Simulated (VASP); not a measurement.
TlMoS2, 4 atoms in the cell. The structure is trigonal, space group R-3m (No. 166). The conventional cell has a = 3.874 Å, b = 3.874 Å, c = 21.097 Å, α = 90.00°, β = 90.00°, γ = 120.00°. Tl (site symmetry -3m) is surrounded by 6 S at 3.08 Å. Mo (site symmetry -3m) has 6 S at 2.64 Å as nearest neighbours. Around S (site symmetry 3m) lie 3 Mo at 2.64 Å. The cell comes from a database or a generator and needn't be the stable form of this composition.

| Item | Value |
| --- | --- |
| Program | VASP 6.6.1 |
| Task | single point |
| Functional | LDA |
| Potentials or basis | VASP PAW LDA potentials, release 64 (Tl_d, Mo_sv, S) |
| Cutoff | 520 eV |
| k mesh | 6 × 6 × 6 |
| Occupations | gaussian, width 0.05 eV |
| Spin | collinear spin, ferromagnetic start |
| Starting moments | [0.0, 1.0, 0.0, 0.0] μB |
| Hubbard terms | Mo d U = 2 eV |
| Further INCAR settings | ALGO = Normal; EDIFF = 1e-07 |

Potentials or basis: VASP PAW LDA potentials, release 64 (Tl_d, Mo_sv, S).

Command:

```bash
$ cat potpaw_LDA.64/Tl_d/POTCAR potpaw_LDA.64/Mo_sv/POTCAR potpaw_LDA.64/S/POTCAR > POTCAR
$ mpirun -np 1 vasp_std > vasp.out
```

Hardware: 1 thread of Intel(R) Xeon(R) Platinum 8488C (Sapphire Rapids), on a shared host.

Problem. Estimate the wall time of this run.

Solution. Wall time 4.3 min on 1 thread of Intel(R) Xeon(R) Platinum 8488C (Sapphire Rapids) (shared host), peak memory 0.42 GiB. Counts: scf iterations 18, k points 32.
